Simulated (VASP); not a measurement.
VASP input:

### POSCAR
```
Os
1
    1.3706562523    -2.3740459120     0.0000000000
    1.3706562523     2.3740459120     0.0000000000
   -0.0000000000    -0.0000000000     4.3168772285
Os
2
Direct
  0.3333330000   0.6666670000   0.2500000000
  0.6119486854   0.2786146854   0.7500000000
```

**INCAR**
```
LMIXTAU = T
ALGO = Normal
LREAL = F
LWAVE = F
ISMEAR = 1   # Methfessel-Paxton
ENCUT = 480   # plane-wave cut-off (eV)
LCHARG = F
EDIFF = 1E-7
SYSTEM = Os
LMAXMIX = 6
PREC = Accurate
SIGMA = 0.1
LASPH = T
NELM = 100
METAGGA = R2SCAN
ISIF = 2
```

### KPOINTS
```
Automatic mesh
0
Gamma
14 14 8
0 0 0
```

POTCAR, in this order: Os (PBE.64 set). Program: vasp_std.

Problem. Translate this r2SCAN calculation to Ansatz.

Solution. One equivalent input (not run):
Ansatz 0.2 input:
```yaml
crystal:
  lattice:
    - [1.3706563, -2.3740459, 0.0000000]
    - [1.3706563, 2.3740459, 0.0000000]
    - [0.0000000, 0.0000000, 4.3168772]
  atoms:
    - { symbol: Os, position: [0.3333330, 0.6666670, 0.2500000] }
    - { symbol: Os, position: [0.6119487, 0.2786147, 0.7500000] }
kpoints:
  mp_grid: { grid: [14, 14, 8] }
hamiltonian:
  xc: r2scan
  pseudopotentials: { kind: paw }
scf:
  occupations: { method: methfessel_paxton, width: 0.1 }
  max_iter: 100
output: { forces: true, stress: true, eigenvalues: true }
```
What does not carry over: each code has its own PAW files, so the cut-off isn't converted (ENCUT is set for VASP's; basis.ecutwfc is left out, and Ansatz then takes the one that its files recommend); Ansatz stops its SCF on the density residual and VASP on the energy change (EDIFF).

The compound is Os in the hcp structure. This cell was strained or had an atom moved on purpose.
